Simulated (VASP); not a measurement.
Output of a VASP run:

OSZICAR:
```
...
   5 F= -.81632323E+02 E0= -.81632323E+02  d E =-.679033E-02
       N       E                     dE             d eps       ncg     rms          rms(c)
DAV:   1    -0.816315274018E+02    0.79239E-03   -0.35943E-01   906   0.232E+00    0.168E-01
DAV:   2    -0.816313765503E+02    0.15085E-03   -0.11552E-02  1054   0.534E-01    0.475E-02
DAV:   3    -0.816323244190E+02   -0.94787E-03   -0.53396E-04   916   0.126E-01    0.561E-02
DAV:   4    -0.816322301397E+02    0.94279E-04   -0.94102E-05   922   0.500E-02    0.306E-02
DAV:   5    -0.816326862259E+02   -0.45609E-03   -0.28032E-04   860   0.769E-02    0.223E-02
DAV:   6    -0.816327923452E+02   -0.10612E-03   -0.55306E-05   874   0.384E-02    0.466E-03
DAV:   7    -0.816327933776E+02   -0.10324E-05   -0.19531E-05   732   0.243E-02
   6 F= -.81632793E+02 E0= -.81632793E+02  d E =-.726044E-02
       N       E                     dE             d eps       ncg     rms          rms(c)
DAV:   1    -0.816320061313E+02    0.78621E-03   -0.28779E-01   908   0.207E+00    0.144E-01
DAV:   2    -0.816317349193E+02    0.27121E-03   -0.91130E-03  1046   0.476E-01    0.409E-02
DAV:   3    -0.816325773117E+02   -0.84239E-03   -0.42600E-04   906   0.116E-01    0.490E-02
DAV:   4    -0.816324874218E+02    0.89890E-04   -0.78956E-05   852   0.459E-02    0.259E-02
DAV:   5    -0.816328109322E+02   -0.32351E-03   -0.17099E-04   784   0.626E-02    0.202E-02
DAV:   6    -0.816329090977E+02   -0.98165E-04   -0.38558E-05   800   0.357E-02    0.346E-03
DAV:   7    -0.816329204033E+02   -0.11306E-04   -0.93989E-06   564   0.197E-02    0.321E-03
DAV:   8    -0.816329584119E+02   -0.38009E-04   -0.13228E-05   602   0.211E-02    0.268E-03
DAV:   9    -0.816329738840E+02   -0.15472E-04   -0.76508E-06   588   0.172E-02    0.107E-03
DAV:  10    -0.816329806304E+02   -0.67464E-05   -0.38790E-06   556   0.141E-02
   7 F= -.81632981E+02 E0= -.81632981E+02  d E =-.744769E-02
       N       E                     dE             d eps       ncg     rms          rms(c)
DAV:   1    -0.816304781410E+02    0.24957E-02   -0.11448E+00   940   0.382E+00    0.162E-01
DAV:   2    -0.816325246307E+02   -0.20465E-02   -0.28696E-02  1042   0.826E-01    0.499E-02
DAV:   3    -0.816341681803E+02   -0.16435E-02   -0.14324E-03   908   0.202E-01    0.559E-02
DAV:   4    -0.816340600881E+02    0.10809E-03   -0.16390E-04   836   0.675E-02    0.359E-02
DAV:   5    -0.816342625439E+02   -0.20246E-03   -0.39332E-04   828   0.105E-01    0.230E-02
DAV:   6    -0.816346023439E+02   -0.33980E-03   -0.10205E-04   848   0.562E-02    0.591E-03
DAV:   7    -0.816346873124E+02   -0.84969E-04   -0.41156E-05   808   0.336E-02    0.238E-03
DAV:   8    -0.816347080835E+02   -0.20771E-04   -0.22259E-05   700   0.265E-02    0.209E-03
DAV:   9    -0.816347256523E+02   -0.17569E-04   -0.14853E-05   628   0.224E-02    0.114E-03
DAV:  10    -0.816347219087E+02    0.37436E-05   -0.17083E-05   636   0.267E-02
   8 F= -.81634722E+02 E0= -.81634722E+02  d E =-.174128E-02
       N       E                     dE             d eps       ncg     rms          rms(c)
DAV:   1    -0.816344596428E+02    0.26601E-03   -0.11182E-01   918   0.119E+00    0.507E-02
DAV:   2    -0.816345553125E+02   -0.95670E-04   -0.27983E-03  1028   0.265E-01    0.157E-02
DAV:   3    -0.816348059540E+02   -0.25064E-03   -0.17195E-04   852   0.735E-02    0.173E-02
DAV:   4    -0.816348029685E+02    0.29856E-05   -0.23035E-05   708   0.284E-02
   9 F= -.81634803E+02 E0= -.81634803E+02  d E =-.182234E-02
```

**OUTCAR**
```
------------------------ aborting loop because EDIFF is reached ----------------------------------------
  FORCE on cell =-STRESS in cart. coord.  units (eV):
  Direction    XX          YY          ZZ          XY          YZ          ZX
  --------------------------------------------------------------------------------------
  Total        1.1102882     -2.7202192     -0.4390477      0.0000000      0.0000000      0.0000000
  in kB        3.0130987     -7.3821274     -1.1914870      0.0000000      0.0000000      0.0000000
  external PRESSURE =      -1.8535052 kB  Pullay stress =       0.0000000 kB
  volume of cell :      590.38
      direct lattice vectors                 reciprocal lattice vectors
     3.952433463  0.000000000  0.000000000     0.253008687  0.000000000  0.000000000
     0.000000000  5.589585353  0.000000000     0.000000000  0.178904147  0.000000000
     0.000000000  0.000000000 26.723219871     0.000000000  0.000000000  0.037420640
 POSITION                                       TOTAL-FORCE (eV/Angst)
 -----------------------------------------------------------------------------------
      0.00000      0.00000      8.55945         0.000000      0.000000     -0.000093
      1.97622      2.79479     10.31866         0.000000      0.000000     -0.010507
      0.00000      0.00000     12.37380         0.000000      0.000000      0.005480
      1.97622      2.79479     14.34942         0.000000      0.000000     -0.005480
      0.00000      0.00000     16.40456         0.000000      0.000000      0.010507
      1.97622      2.79479     18.16377         0.000000      0.000000      0.000093
      1.97622      0.00000     10.38741         0.000000      0.000000     -0.007294
      0.00000      2.79479      8.41304         0.000000      0.000000     -0.018510
      1.97622      0.00000     14.34764         0.000000      0.000000      0.026029
      0.00000      2.79479     12.37558         0.000000      0.000000     -0.026029
      1.97622      0.00000     18.31018         0.000000      0.000000      0.018510
      0.00000      2.79479     16.33581         0.000000      0.000000      0.007294
 -----------------------------------------------------------------------------------
    total drift:                               -0.000000      0.000000      0.000000
  FREE ENERGIE OF THE ION-ELECTRON SYSTEM (eV)
  ---------------------------------------------------
  free  energy   TOTEN  =       -81.6348029685 eV

  energy  without entropy=      -81.6348029685  energy(sigma->0) =      -81.63480297

 reached required accuracy - stopping structural energy minimisation
```
(Selected blocks of OUTCAR.)

File POSCAR:
```
NaCl(110) slab
1
    3.9524334632    -0.0000000000    -0.0000000000
   -0.0000000000     5.5895853526     0.0000000000
    0.0000000000     0.0000000000    26.7232198715
Na Cl
6 6
Direct
  0.0000000000   0.0000000000   0.3196497325
  0.5000000000   0.5000000000   0.3876244427
  0.0000000000   0.0000000000   0.4624531336
  0.5000000000   0.5000000000   0.5375468664
  0.0000000000   0.0000000000   0.6123755573
  0.5000000000   0.5000000000   0.6803502675
  0.5000000000   0.0000000000   0.3869808622
  0.0000000000   0.5000000000   0.3143665024
  0.5000000000   0.0000000000   0.5364103087
  0.0000000000   0.5000000000   0.4635896913
  0.5000000000   0.0000000000   0.6856334976
  0.0000000000   0.5000000000   0.6130191378
```

### Question
Write an INCAR and KPOINTS that could have produced this output.

### Answer
Several could match; the one computed here: the input of the run itself, r2SCAN meta-GGA, plane waves, VASP's PBE PAW potentials (set 64).

INCAR:
```
SYSTEM=NaCl(110) slab
PREC=Normal; ENCUT=400; LREAL=.False.
LASPH=.True.
EDIFF=1E-5; NELM=100; NELMIN=4
ALGO=Normal; LMIXTAU=.True.
ISMEAR=0; SIGMA=0.05
METAGGA=R2SCAN
IBRION=2; NSW=120; ISIF=2
EDIFFG=-0.03
LWAVE=.True.; LCHARG=.False.
DIPOL=0.5 0.5 0.5
LDIPOL=.True.; IDIPOL=3
```

**KPOINTS**
```
Automatic mesh
0
Gamma
5 4 1
0 0 0
```

POTCAR, in this order: Na_pv Cl (PBE.64 set). Program: vasp_std.

The cell is a thin slab with vacuum, built from NaCl (rock salt): (110) face.
